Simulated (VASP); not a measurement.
Consider the following.

```xyz
64
Lattice="8.7583 0.0000 0.0000 0.0000 8.7583 0.0000 0.0000 0.0000 8.7583" Properties=species:S:1:pos:R:3 pbc="T T T"
Si     4.3803     0.0008     0.0046
Si     6.5711     2.1869     0.0030
Si     6.5706     8.7579     2.1917
Si     0.0009     8.7580     0.0025
Si     2.1902     2.1884     0.0072
Si     4.3806     4.3770     0.0065
Si     6.5719     6.5693     0.0061
Si     2.1886     0.0016     2.1920
Si     4.3834     2.1768     2.1846
Si     6.5814     4.3732     2.1831
Si     4.3814     8.7569     4.3831
Si     6.5835     2.1773     4.3810
Si     6.5725     8.7572     6.5732
Si     8.7577     4.3789     0.0041
Si     2.1863     6.5706     0.0017
Si     0.0030     2.1889     2.1920
Si     2.1770     4.3843     2.1810
Si     4.3756     6.5807     2.1782
Si     8.7583     8.7576     4.3816
Si     2.1767     2.1761     4.3881
Si     6.5797     6.5796     4.3860
Si     2.1890     8.7567     6.5736
Si     4.3770     2.1748     6.5854
Si     6.5813     4.3824     6.5858
Si     8.7557     6.5706     2.1927
Si     0.0024     4.3798     4.3840
Si     2.1795     6.5823     4.3787
Si     0.0002     2.1886     6.5751
Si     2.1791     4.3744     6.5871
Si     4.3833     6.5810     6.5885
Si     0.0028     6.5687     6.5709
C      5.4764     1.0892     1.0941
C      7.6703     3.2811     1.0931
C      7.6711     1.0895     3.2856
C      1.0959     1.0950     1.0990
C      3.2844     3.2832     1.1031
C      5.4770     5.4727     1.1004
C      7.6639     7.6642     1.0990
C      3.2837     1.0943     3.2900
C      5.5217     3.2364     3.2446
C      7.6627     5.4732     3.2889
C      5.4780     1.0937     5.4792
C      7.6650     3.2847     5.4804
C      7.6643     1.0943     7.6663
C      1.0863     5.4771     1.0926
C      3.2812     7.6703     1.0908
C      1.0973     3.2843     3.2881
C      3.2376     5.5220     3.2395
C      5.4750     7.6612     3.2851
C      1.0875     1.0872     5.4804
C      3.2364     3.2343     5.5275
C      5.5203     5.5215     5.5273
C      7.6706     7.6673     5.4775
C      3.2826     1.0882     7.6745
C      5.4757     3.2816     7.6672
C      7.6710     5.4762     7.6724
C      1.0891     7.6696     3.2856
C      1.1001     5.4742     5.4786
C      3.2857     7.6623     5.4802
C      1.0901     3.2822     7.6763
C      3.2843     5.4735     7.6702
C      5.4786     7.6697     7.6759
C      1.0945     7.6627     7.6645
Ge     4.3771     4.3799     4.3845
```

Method: HSE06 screened hybrid, VASP's PBE PAW potentials (set 64) (plane waves; VASP). Run with PREC = Normal, LREAL = Auto, ISYM = 0, EDIFF = 1E-5, 400 eV cut-off, 1×1×1 Γ-centred mesh, Gaussian smearing of 0.050 eV, potentials Si C Ge.

The supercell is sampled at Γ alone, which is coarse: total energies, pressure and levels can be off, energies of defects by several tenths of an eV.

### Question
Estimate the energy per atom (σ→0).

### Answer

| Item | Result |
|---|---|
| energy per atom (σ→0) | -8.649 eV/atom |

The absolute energy has meaning only against runs of the same code, potentials and settings.

The cell is a supercell with a defect, built from SiC (zinc blende): Ge_Si. The cell's shape comes from a PBE relaxation. The run is not spin-polarised, so no state with unpaired spins was tried.
